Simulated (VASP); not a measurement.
Energy against volume of Pd (fcc). Level of theory: PBE GGA, VASP's PBE PAW potentials (set 64) (plane waves; VASP 6.6.1). Run with 520 eV cut-off, 16×16×16 Γ-centred mesh, first-order Methfessel-Paxton smearing of 0.10 eV, potentials Pd.

```json
[
 {"V (Å³/atom)": "14.391", "E (eV/atom)": "-5.18443"},
 {"V (Å³/atom)": "14.850", "E (eV/atom)": "-5.20958"},
 {"V (Å³/atom)": "15.309", "E (eV/atom)": "-5.21707"},
 {"V (Å³/atom)": "15.769", "E (eV/atom)": "-5.21003"}
]
```

Q: Fit these four points and predict the energy of the run at 16.228 Å³/atom.

A: A cubic in V^(−2/3), the third-order Birch-Murnaghan form, passes through the four points with V0 = 15.30 Å³/atom and B0 = 169 GPa, and gives -5.1911 eV/atom there. The run gave -5.1911 eV/atom, +0.0 meV/atom from the fit; all five points give B0 = 169 GPa.

The compound is Pd in the fcc structure. It was relaxed first.
